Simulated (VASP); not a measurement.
Computed with PBEsol GGA, VASP's PBE PAW potentials (set 64) (plane waves; VASP 6.6.1).

A VASP calculation is set up with these files.

**KPOINTS**
```
k-points along high-symmetry lines
8
Line-mode
Reciprocal
  0.000000   0.000000   0.000000 ! GAMMA
  0.500000   0.500000  -0.500000 ! X

  0.500000   0.500000  -0.500000 ! X
  0.332202   0.667798  -0.332202 ! F_2

 -0.332202   0.332202   0.332202 ! SIGMA_0
  0.000000   0.000000   0.000000 ! GAMMA

  0.000000   0.000000   0.000000 ! GAMMA
  0.431377  -0.431377   0.431377 ! Y_0

  0.568623   0.431377  -0.431377 ! U_0
  0.500000   0.500000  -0.500000 ! X

  0.000000   0.000000   0.000000 ! GAMMA
  0.000000   0.500000   0.000000 ! R

  0.000000   0.500000   0.000000 ! R
  0.250000   0.250000   0.250000 ! W

  0.250000   0.250000   0.250000 ! W
  0.500000   0.000000   0.000000 ! S

  0.500000   0.000000   0.000000 ! S
  0.000000   0.000000   0.000000 ! GAMMA

  0.000000   0.000000   0.000000 ! GAMMA
  0.000000   0.000000   0.500000 ! T

  0.000000   0.000000   0.500000 ! T
  0.250000   0.250000   0.250000 ! W
```

**INCAR**
```
ALGO = Normal
EDIFF = 1E-7
ENCUT = 520
GGA = PS
ICHARG = 11
ISMEAR = 0
LASPH = .TRUE.
LCHARG = .FALSE.
LMAXMIX = 4
LORBIT = 11
LREAL = .FALSE.
LWAVE = .FALSE.
NELM = 100
PREC = Accurate
SIGMA = 0.05
SYSTEM = Cs2O2
```

POSCAR:
```
Cs2O2
1
   -2.1421958786     3.1870373626     3.7230669954
    2.1421958786    -3.1870373626     3.7230669954
    2.1421958786     3.1870373626    -3.7230669954
Cs O
2 2
Direct
  0.2544590559   0.2544590559   0.0000000000
  0.7455409441   0.7455409441   1.0000000000
  0.6171527589   0.0000000000   0.6171527589
  0.3828472411   1.0000000000   0.3828472411
```

POTCAR, in this order: Cs_sv O (PBE.64 set). Program: vasp_std. Read from the step before: CHGCAR.

The run wrote:

### OSZICAR
```
       N       E                     dE             d eps       ncg     rms          rms(c)
DAV:   1     0.207478000804E+03    0.20748E+03   -0.13910E+04  3344   0.138E+03
DAV:   2     0.483720186051E+00   -0.20699E+03   -0.20108E+03  4472   0.253E+02
DAV:   3    -0.161017873991E+02   -0.16586E+02   -0.16341E+02  4072   0.828E+01
DAV:   4    -0.163979632609E+02   -0.29618E+00   -0.29500E+00  4523   0.105E+01
DAV:   5    -0.164018660425E+02   -0.39028E-02   -0.39003E-02  4087   0.104E+00
DAV:   6    -0.164019632658E+02   -0.97223E-04   -0.97211E-04  4509   0.134E-01
DAV:   7    -0.164019648594E+02   -0.15935E-05   -0.15935E-05  4112   0.160E-02
DAV:   8    -0.164019649023E+02   -0.42925E-07   -0.42922E-07  3968   0.235E-03
   1 F= -.16401965E+02 E0= -.16401965E+02  d E =-.126414E-13
```

**OUTCAR**
```
 val. band max:        2.5017484028   @ k =   0.0000   0.0000   0.0000

 cond. band min:       4.2254174841   @ k =   0.1233  -0.1233   0.1233



 k-point     1 :       0.0000    0.0000    0.0000
  band No.  band energies     occupation
      1     -19.7877      2.00000
      2     -19.0253      2.00000
      3     -17.7837      2.00000
      4     -11.8714      2.00000
      5      -6.9633      2.00000
      6      -6.7586      2.00000
      7      -6.0249      2.00000
      8      -5.8502      2.00000
      9      -5.6919      2.00000
     10      -5.3748      2.00000
     11      -2.9459      2.00000
     12      -1.4946      2.00000
     13      -1.4387      2.00000
     14       1.7098      2.00000
     15       2.5017      2.00000
     16       4.3755      0.00000
     17       4.6032      0.00000
     18       5.3102      0.00000
     19       6.7216      0.00000

 k-point     2 :       0.0714    0.0714   -0.0714
  band No.  band energies     occupation
      1     -19.7711      2.00000
      2     -19.0394      2.00000
      3     -17.7902      2.00000
      4     -11.8795      2.00000
      5      -6.9516      2.00000
      6      -6.6987      2.00000
      7      -6.0704      2.00000
      8      -5.8132      2.00000
      9      -5.7677      2.00000
     10      -5.3652      2.00000
     11      -2.9322      2.00000
     12      -1.4686      2.00000
     13      -1.4579      2.00000
     14       1.7241      2.00000
     15       2.4534      2.00000
     16       4.4588      0.00000
     17       4.7046      0.00000
     18       5.4399      0.00000
     19       6.6756      0.00000

 k-point     3 :       0.1429    0.1429   -0.1429
  band No.  band energies     occupation
      1     -19.7231      2.00000
      2     -19.0784      2.00000
      3     -17.8103      2.00000
      4     -11.9019      2.00000
      5      -6.9189      2.00000
      6      -6.5327      2.00000
      7      -6.1646      2.00000
      8      -5.9637      2.00000
...
```

The density is held fixed in this step, so its total energy and stress have no physical meaning. Unless said otherwise, spin-orbit coupling is left out, though it shifts the bands of the heavy elements here.

The structure comes from a computed database's Cs2O2 entry (Immm); how it stands against other phases isn't given here. It was relaxed first.
